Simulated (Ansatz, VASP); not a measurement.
## SiO2: VASP beside Ansatz

One calculation is typed for both programs; each brings its own data sets. How far apart do they land? The cell is taken from a series of runs on this material, whose earlier steps may have relaxed, scaled, displaced or heated it; both programs get it as it stands.

Method: plane waves, with VASP 6.6.1 beside it; single point at r2SCAN, single point at r2SCAN with rVV10 and single point at r2SCAN with D4, in Ansatz 0.2.0.

### 1. The starting structure

It takes space group P3_221 (No. 154, trigonal). Conventional cell: a = 4.850 Å, b = 4.850 Å, c = 5.335 Å, α = 90.00°, β = 90.00°, γ = 120.00°. Nearest to Si lie 4 O at 1.61 to 1.62 Å. Nearest to O lie 2 Si at 1.61 to 1.62 Å. Farther neighbours and most contacts between anions are not listed.

Structure file:

```cif
data_structure
_symmetry_space_group_name_H-M 'P3_221'
_symmetry_Int_Tables_number 154
_cell_length_a 4.8499
_cell_length_b 4.8499
_cell_length_c 5.3353
_cell_angle_alpha 90.000
_cell_angle_beta 90.000
_cell_angle_gamma 120.000
_cell_volume 108.68
loop_
_atom_site_label
_atom_site_type_symbol
_atom_site_symmetry_multiplicity
_atom_site_Wyckoff_symbol
_atom_site_fract_x
_atom_site_fract_y
_atom_site_fract_z
_atom_site_occupancy
Si1 Si 3 a 0.46207 0.00000 0.66667 1
O1 O 6 c 0.40968 0.28008 0.77542 1
```

### 2. Ansatz: single point, r2SCAN

Ansatz runs on its default PAW (the set named soft_2) files.

With cell and atoms fixed, the geometry can't cause a difference; cores, projectors, grids and the points listed under the comparison can.

input.yaml

```yaml
crystal:
  lattice:
    - [4.8499145575, 0.0, 0.0]
    - [-2.4249572788, 4.2001492129, 0.0]
    - [0.0, 0.0, 5.3353045531]
  atoms:
    - { symbol: Si, position: [0.4620748546, 0.0, 0.6666666667] }
    - { symbol: Si, position: [0.0, 0.4620748546, 0.3333333333] }
    - { symbol: Si, position: [0.5379251454, 0.5379251454, 0.0] }
    - { symbol: O, position: [0.4096776002, 0.2800775749, 0.7754150395] }
    - { symbol: O, position: [0.7199224251, 0.1296000253, 0.4420817062] }
    - { symbol: O, position: [0.8703999747, 0.5903223998, 0.1087483729] }
    - { symbol: O, position: [0.2800775749, 0.4096776002, 0.2245849605] }
    - { symbol: O, position: [0.1296000253, 0.7199224251, 0.5579182938] }
    - { symbol: O, position: [0.5903223998, 0.8703999747, 0.8912516271] }
kpoints:
  mp_grid: { grid: [6, 6, 4] }
hamiltonian:
  xc: r2scan
scf:
  occupations: { method: fixed }
  n_extra_bands: 7
  lower_state_search: "off"
  convergence: { dr2_threshold: 1.0e-09 }
output:
  eigenvalues: true
basis:
  ecutwfc: 650
```

Run with:

```sh
ansatz run input.yaml --threads 24 --pin off --max-ram 27648MiB --backend cpu --events-out ev --progress --plain --runs-dir out
```

Numbers of over 12 decimals in the logs are rounded to 6 here.

The program printed:

```text
scf.n_extra_bands = 7 over 24 filled bands (N_el = 48.0): the run solves 31 bands
Engine: ansatz 0.2.0, aarch64-unknown-linux-gnu
Pseudopotentials: kind: paw
Pseudopotential: Si, paw, valence charge 4, recommended cutoff 500 eV (meta_gga), Si.paw.azcp
Pseudopotential: O, paw, valence charge 6, recommended cutoff 500 eV (meta_gga), O.paw.azcp
Functional definition: r2SCAN
  parameter k0 = 0.174
  parameter k1 = 0.065
  parameter a1 = 4.9479
  exchange = r2scan_x(k0 = k0, k1 = k1, a1 = a1)
  correlation = r2scan_c
Crystal: 9 atoms, lattice volume = 108.682 Å³
Basis set: ecut = 650 eV, 4049 PW (Γ), exchange–correlation on 180×180×180 points (64 copies of the dense FFT grid, shifted against one another)
Bands: 31, of which v1, the nominal top of the filled ones, is band 24 counted from 1 (23 counted from 0)
Symmetry: 6 space group operations
Space group: P3221 (ITA 154), of the structure as read, at distance tolerance 4.8e-5 Å
k-points: 24 of 144 (time reversal used)
Non-local potential: Si, projectors of the file, l = 0: 2, l = 1: 2, l = 2: 2
Non-local potential: O, projectors of the file, l = 0: 2, l = 1: 2, l = 2: 1
PAW form: soft (Blöchl's): semilocal exchange-correlation on the pseudo side does not see the compensation charge
PAW frozen core: Si, regenerated for the run's functional (the file was generated under x = pbe(κ = 0.804, μ = 0.219515), c = pbe(β = 0.066725))
PAW frozen core: O, regenerated for the run's functional (the file was generated under x = pbe(κ = 0.804, μ = 0.219515), c = pbe(β = 0.066725))
PAW one-centre angular grid: Si, 302 points (default); XC on 160 Gauss nodes
PAW one-centre angular grid: O, 302 points (default); XC on 160 Gauss nodes
Initial density: superposition of atomic densities (neutral atoms: chi_scale 0, normalization atom), corrected by the library's trained network
Initial wavefunctions: pseudopotential atomic-orbital guess
Functional: x = r2scan, c = r2scan; τ floored in thin density (d = 2e-4 eV/Å³)
SCF iter   1: F=-5340.263495 eV  HF=-5340.036922 eV  |F-HF|=2.27e-1  |Δ(HF+E_count)|=         —  Δρ=7.59e-3  dr2=5.84e-2  dr2_τ=7.96e-1  ethr=1.77e-3  ⟨swp⟩=5.0  Hψ=3543  notcnv=0  defer=103
preconditioner: auto → Resta (q_TF=auto, 2.381 Å⁻¹)  ε∞=2.9  [insulator: Δε(μ)=6.776 eV  Ē_g=17.885 eV  n_scr=22 (ndim 8)  ℏωp=24.7 eV  f_vac=0.089  ε∞_Penn≈2.9]
SCF iter   2: F=-5340.285405 eV  HF=-5340.291724 eV  |F-HF|=6.32e-3  |Δ(HF+E_count)|=   2.55e-1  Δρ=5.06e-3  dr2=1.92e-2  dr2_τ=1.10e-3  ethr=1.22e-4  ⟨swp⟩=3.0  Hψ=1738  notcnv=0  defer=118
SCF iter   3: F=-5340.288124 eV  HF=-5340.288063 eV  |F-HF|=6.06e-5  |Δ(HF+E_count)|=   3.66e-3  Δρ=5.35e-4  dr2=1.30e-4  dr2_τ=1.47e-4  ethr=4.00e-5  ⟨swp⟩=2.0  Hψ=1271  notcnv=0  defer=117
SCF iter   4: F=-5340.288180 eV  HF=-5340.288178 eV  |F-HF|=2.13e-6  |Δ(HF+E_count)|=   1.15e-4  Δρ=2.08e-4  dr2=2.16e-5  dr2_τ=2.35e-6  ethr=2.70e-7  ⟨swp⟩=2.0  Hψ=1414  notcnv=0  defer=118
SCF iter   5: F=-5340.288184 eV  HF=-5340.288184 eV  |F-HF|=5.17e-7  |Δ(HF+E_count)|=   6.45e-6  Δρ=6.68e-5  dr2=4.86e-6  dr2_τ=2.78e-7  ethr=4.50e-8  ⟨swp⟩=2.0  Hψ=1329  notcnv=0  defer=89
SCF iter   6: F=-5340.288186 eV  HF=-5340.288186 eV  |F-HF|=1.44e-7  |Δ(HF+E_count)|=   1.99e-6  Δρ=2.95e-5  dr2=1.04e-6  dr2_τ=1.65e-8  ethr=1.01e-8  ⟨swp⟩=2.7  Hψ=1378  notcnv=0  defer=54
SCF iter   7: F=-5340.288224 eV  HF=-5340.288224 eV  |F-HF|=4.00e-9  |Δ(HF+E_count)|=   3.78e-5  Δρ=5.39e-6  dr2=3.29e-8  dr2_τ=9.23e-10  ethr=2.17e-9  ⟨swp⟩=3.0  Hψ=1452  notcnv=0  defer=52
SCF iter   8: F=-5340.288224 eV  HF=-5340.288224 eV  |F-HF|=6.55e-11  |Δ(HF+E_count)|=   4.90e-9  Δρ=4.59e-7  dr2=2.03e-10  dr2_τ=2.09e-11  ethr=2.08e-12  ⟨swp⟩=10.6  Hψ=3555  notcnv=0
SCF 1 converged in 8 iterations: F = -5340.288224 eV  dr2 = 2.03e-10
  greatest PAW one-centre occupation: 0.870 electrons in one spin orbital (limit 2), on the O atom at site 8 (counted from 0), in its partial waves of l = 0
SCF converged after 8 iterations
Free energy (F): -5340.288224 eV
Harris-Foulkes:  -5340.288224 eV  (|F-HF|=6.55e-11)
Internal energy: -5340.288224 eV  (E = F + TS)
E sigma→0 (E₀):  -5340.288224 eV
Fermi energy:    2.468641 eV
--- Per-component energies (eV) ---
  E_band       = -221.090638
  E_kinetic    = 1217.796609
  E_local      = -2847.811426  (includes V_loc(G=0)·N_el)
  E_nonlocal   = 353.844418
  E_hartree    = 1019.777222
  E_xc         = -601.409716
  E_vxc        = -795.843519  (∫ρ·V_xc dr)
  E_paw        = -2525.511486  (= ΣΔE_a)
  E_vpaw       = -238.430425  (= ΣTr[D̂ρ^β])
  E_aug_tail   = 0.002887  (compensation charges beyond the density's cutoff)
  E_vtau       = 49.795782  (kinetic-family band-sum trace: ∫τ·v_τ [+ j·A + Jᵃ·Aᵃ] dr)
  E_ewald      = -1956.555789
  E_core_change = -0.420944  (= ΣΔE_core)
  E_smearing   = -0.000000  (= −TS)
  E_closure    = 0.000000  (closes the sum)
  Σ components = -5340.288224   (vs F -5340.288224, Δ=0.00e0)
--- Band table (eV; the first three rows and the last of 24) ---
[... rows of the band table ...]
```

### 3. VASP: single point, r2SCAN

The same cell, functional and mesh now go to VASP, with its own data sets.

Lines of VASP's logs that name or quote its potential files are left out, and so is its time.

INCAR

```
SYSTEM = SiO2
PREC = Accurate
ENCUT = 580
EDIFF = 1E-06
NELM = 120
ISMEAR = 0
SIGMA = 0.01
LREAL = .FALSE.
ALGO = Normal
METAGGA = R2SCAN
LASPH = .TRUE.
NBANDS = 33
LORBIT = 11
LWAVE = .FALSE.
LCHARG = .FALSE.
ISIF = 2
GGA_COMPAT = .FALSE.
EFERMI = MIDGAP
LMIXTAU = .TRUE.
KPAR = 2
```

POSCAR

```
SiO2
1.0
    4.8499145575      0.0000000000      0.0000000000
   -2.4249572788      4.2001492129      0.0000000000
    0.0000000000      0.0000000000      5.3353045531
Si O
3 6
Direct
    0.4620748546      0.0000000000      0.6666666667
    0.0000000000      0.4620748546      0.3333333333
    0.5379251454      0.5379251454      0.0000000000
    0.4096776002      0.2800775749      0.7754150395
    0.7199224251      0.1296000253      0.4420817062
    0.8703999747      0.5903223998      0.1087483729
    0.2800775749      0.4096776002      0.2245849605
    0.1296000253      0.7199224251      0.5579182938
    0.5903223998      0.8703999747      0.8912516271
```

KPOINTS

```
Automatic mesh
0
Gamma
6 6 4
0 0 0
```

The projector-augmented-wave data sets are Si and O (PBE family, release 64).

Run with:

```sh
mpirun -np 2 vasp_std
```

The program printed:

```text
[banner, memory and clock lines left out]
running    2 mpi-ranks, on    1 nodes
 distrk:  each k-point on    1 cores,    2 groups
 distr:  one band on    1 cores,    1 groups

 POSCAR found type information on POSCAR SiO
 POSCAR found :  2 types and       9 ions
|                                                                             |
|               ----> ADVICE to this user running VASP <----                  |
|                                                                             |
|     You enforced a specific xc type in the INCAR file but a different       |
|     [... a line on the potential file left out ...]
|     I HOPE YOU KNOW WHAT YOU ARE DOING!                                     |
|                                                                             |

 LDA part: xc-table for (None), standard interpolation
 POSCAR, INCAR and KPOINTS ok, starting setup
 FFT: planning ... GRIDC
 FFT: planning ... GRID_SOFT
 FFT: planning ... GRID
 WAVECAR not read
 entering main loop
       N       E                     dE             d eps       ncg     rms          rms(c)
DAV:   1     0.262387160379E+03    0.26239E+03   -0.27586E+04  1584   0.151E+03
DAV:   2    -0.938930717642E+02   -0.35628E+03   -0.34360E+03  2037   0.326E+02
DAV:   3    -0.112739713735E+03   -0.18847E+02   -0.18771E+02  2000   0.782E+01
DAV:   4    -0.112931199861E+03   -0.19149E+00   -0.19132E+00  2000   0.888E+00
DAV:   5    -0.112933817180E+03   -0.26173E-02   -0.26165E-02  1976   0.103E+00    0.260E+01
DAV:   6    -0.943814425408E+02    0.18552E+02   -0.22127E+01  1810   0.238E+01    0.150E+01
DAV:   7    -0.875901956784E+02    0.67912E+01   -0.19050E+00  1911   0.105E+01    0.495E+00
DAV:   8    -0.947616677010E+02   -0.71715E+01   -0.25004E+00  1742   0.909E+00    0.304E+00
DAV:   9    -0.890645670564E+02    0.56971E+01   -0.13777E+00  1607   0.709E+00    0.810E-01
DAV:  10    -0.892535525220E+02   -0.18899E+00   -0.32421E-01  1611   0.479E+00    0.742E-01
DAV:  11    -0.892285012545E+02    0.25051E-01   -0.53792E-03  2007   0.533E-01    0.629E-01
DAV:  12    -0.894016664568E+02   -0.17317E+00   -0.84941E-02  1613   0.225E+00    0.186E-01
DAV:  13    -0.894037362400E+02   -0.20698E-02   -0.76450E-03  1967   0.591E-01    0.110E-01
DAV:  14    -0.894065622054E+02   -0.28260E-02   -0.19839E-03  1757   0.354E-01    0.595E-02
DAV:  15    -0.894084708919E+02   -0.19087E-02   -0.25338E-03  1621   0.464E-01    0.390E-02
DAV:  16    -0.894094338525E+02   -0.96296E-03   -0.21052E-04  1678   0.136E-01    0.306E-02
DAV:  17    -0.894096882241E+02   -0.25437E-03   -0.61562E-05  1958   0.622E-02    0.141E-02
DAV:  18    -0.894097467823E+02   -0.58558E-04   -0.76206E-05  1694   0.693E-02    0.119E-02
DAV:  19    -0.894097838695E+02   -0.37087E-04   -0.17086E-05  1708   0.358E-02    0.418E-03
DAV:  20    -0.894097843481E+02   -0.47861E-06   -0.75745E-07  1392   0.674E-03
   1 F= -.89409784E+02 E0= -.89409784E+02  d E =0.000000E+00
```

Parts of OUTCAR (step 3):

```text
ion  position               nearest neighbor table
   1  0.462  0.000  0.667-   4 1.61   8 1.61   9 1.62   5 1.62   3 3.02   3 3.02   2 3.02   2 3.02

  LATTYP: Found a hexagonal cell.
 ALAT       =     4.8499145575
 C/A-ratio  =     1.1000821746

 Subroutine GETGRP returns: Found  6 space group operations
 (whereof  2 operations were pure point group operations)

The static configuration has the point symmetry C_2 .
 The point group associated with its full space group is D_3 .

 Found     24 irreducible k-points:

   k-points           NKPTS =     24   k-points in BZ     NKDIM =     24   number of bands    NBANDS=     33

   dimension x,y,z NGX =    40 NGY =   40 NGZ =   42
   dimension x,y,z NGXF=    80 NGYF=   80 NGZF=   84

   ENCUT  =  580.0 eV  42.63 Ry    6.53 a.u.   9.52  9.52 10.48*2*pi/ulx,y,z

   NELECT =      48.0000    total number of electrons

 k-points in reciprocal lattice and weights: Automatic mesh
   0.00000000  0.00000000  0.00000000       0.007
   0.16666667  0.00000000  0.00000000       0.042
   0.33333333  0.00000000  0.00000000       0.042
   0.50000000 -0.00000000  0.00000000       0.021
   0.16666667  0.16666667  0.00000000       0.042
   0.33333333  0.16666667  0.00000000       0.083
   0.33333333  0.33333333  0.00000000       0.014
   0.00000000  0.00000000  0.25000000       0.014
   0.16666667  0.00000000  0.25000000       0.042
[...]
0.33333333  0.16666667  0.50000000       0.083
   0.33333333  0.33333333  0.50000000       0.014

 average (electrostatic) potential at core
       1 -89.1090       2 -89.1090       3 -89.1090       4 -75.8507       5 -75.8507
       6 -75.8507       7 -75.8507       8 -75.8507       9 -75.8507

 E-fermi :   4.3461

 k-point     1 :       0.0000    0.0000    0.0000
  band No.  band energies     occupation
    ...
     20      -0.1044      2.00000
     21      -0.1044      2.00000
     22       0.0242      2.00000
     23       0.7002      2.00000
     24       0.7002      2.00000
     25       7.7254      0.00000
     26      11.1363      0.00000
     27      11.1363      0.00000
     28      11.9228      0.00000
     29      11.9228      0.00000
    ...

 k-point     2 :       0.1667    0.0000    0.0000
  band No.  band energies     occupation
    ...
     20      -0.1711      2.00000
     21      -0.0768      2.00000
     22       0.0150      2.00000
     23       0.7247      2.00000
     24       0.7676      2.00000
     25       8.1791      0.00000
     26      11.2069      0.00000
     27      11.2518      0.00000
     28      11.8187      0.00000
     29      12.0042      0.00000
    ...

 k-point     3 :       0.3333    0.0000    0.0000
  band No.  band energies     occupation
    ...
     20      -0.1713      2.00000
     21      -0.0705      2.00000
     22       0.1569      2.00000
     23       0.7191      2.00000
     24       0.8729      2.00000
     25       9.2550      0.00000
     26      11.3154      0.00000
     27      11.3183      0.00000
     28      11.8027      0.00000
     29      12.2957      0.00000
    ...

  Total        1.2274942      1.2274942      1.5962303     -0.0000000      0.0000000      0.0000000
  in kB       18.0955589     18.0955589     23.5314194     -0.0000000      0.0000000      0.0000000
  external PRESSURE =      19.9075124 kB  Pullay stress =       0.0000000 kB

  energy-cutoff  :      580.00
  volume of cell :      108.68
      direct lattice vectors                 reciprocal lattice vectors
     4.849914558  0.000000000  0.000000000     0.206189199  0.119043390  0.000000000
    -2.424957279  4.200149213  0.000000000     0.000000000  0.238086780  0.000000000
     0.000000000  0.000000000  5.335304553     0.000000000  0.000000000  0.187430725

 POSITION                                       TOTAL-FORCE (eV/Angst)
 -----------------------------------------------------------------------------------
      2.24102      0.00000      3.55687        -0.022462      0.000000      0.000000
     -1.12051      1.94078      1.77843         0.011231     -0.019452      0.000000
      1.30445      2.25937      0.00000         0.011231      0.019452      0.000000
      1.30773      1.17637      4.13708         0.002373      0.005382     -0.000828
      3.17729      0.54434      2.35864        -0.005848     -0.000636     -0.000828
      2.78986      2.47944      0.58021         0.003474     -0.004746     -0.000828
      0.36490      1.72071      1.19823         0.003474      0.004746      0.000828
     -1.11723      3.02378      2.97666         0.002373     -0.005382      0.000828
      0.75233      3.65581      4.75510        -0.005848      0.000636      0.000828
 -----------------------------------------------------------------------------------
    total drift:                               -0.000000     -0.000000      0.000000

  FREE ENERGIE OF THE ION-ELECTRON SYSTEM (eV)
  ---------------------------------------------------
  free  energy   TOTEN  =       -89.4097843481 eV

  energy  without entropy=      -89.4097843481  energy(sigma->0) =      -89.40978435

 total charge
# of ion       s       p       d       tot
------------------------------------------
    1        0.639   1.010   0.000   1.649
    2        0.639   1.010   0.000   1.649
    3        0.639   1.010   0.000   1.649
    4        1.555   3.730   0.000   5.285
    5        1.555   3.730   0.000   5.285
    6        1.555   3.730   0.000   5.285
    7        1.555   3.730   0.000   5.285
    8        1.555   3.730   0.000   5.285
    9        1.555   3.730   0.000   5.285
--------------------------------------------------
tot         11.247  25.407   0.000  36.654

[... 3 further parts left out ...]
```

The run ends at a pressure of 1.99 GPa, with forces up to 0.022 eV/Å.

### 4. Differences

Known differences besides the potentials themselves: VASP keeps PBE cores, Ansatz makes them for the functional; fixed occupations in Ansatz, narrow Gaussian smearing in VASP; the cutoff is 650 eV in Ansatz and 580 eV in VASP. Total energies have different zeros and are not compared.

The two programs side by side:

| quantity | Ansatz | VASP | difference |
| --- | --- | --- | --- |
| gap on the k mesh (eV) | 6.755 | 6.759 | -0.004 |

A gap on the mesh is an upper bound, since the band edges may lie between its points.

### 5. Ansatz: single point, r2SCAN with rVV10

A single point gives forces, pressure and levels at one fixed geometry, so differences don't come from the geometry; what else differs is listed under the comparison.

The cell is taken from a series of runs on this material, whose earlier steps may have relaxed, scaled, displaced or heated it; both programs get it as it stands.

Edit input.yaml of step 2 so:

```diff
@@ -19,2 +19,3 @@
   xc: r2scan
+  dispersion: rvv10
 scf:
```

Run with:

```sh
ansatz run input.yaml --threads 24 --pin off --max-ram 27648MiB --backend cpu --events-out ev --progress --plain --runs-dir out
```

The program printed:

```text
[...]
Crystal: 9 atoms, lattice volume = 108.682 Å³
Basis set: ecut = 650 eV, 4049 PW (Γ), exchange–correlation on 192×192×200 points (64 copies of the dense FFT grid, shifted against one another)
Bands: 31, of which v1, the nominal top of the filled ones, is band 24 counted from 1 (23 counted from 0)
Symmetry: 6 space group operations
[...]
k-points: 24 of 144 (time reversal used)
[...]
SCF 1 converged in 8 iterations: F = -5337.127760 eV  dr2 = 4.27e-10
[...]
SCF converged after 8 iterations
Free energy (F): -5337.127760 eV
[...]
Internal energy: -5337.127760 eV  (E = F + TS)
E sigma→0 (E₀):  -5337.127760 eV
Fermi energy:    2.461222 eV
[...]
--- Band table (eV; the first three rows and the last of 24) ---
[... rows of the band table ...]
```

(Part 1 of 2 ends here.)

[Lines on the potential files, build, host, timing and source positions are cut from VASP's logs without a mark.]

[Logs are printed without paths, hosts, clocks, repeated set-up lines and the standing remarks that a program may print on its own settings, such as how far it seeks lower states.]

[Hosts, paths, dates, database ids (printed as entryN), source tags and the programs' standing remarks are cut or masked in the printed files.]
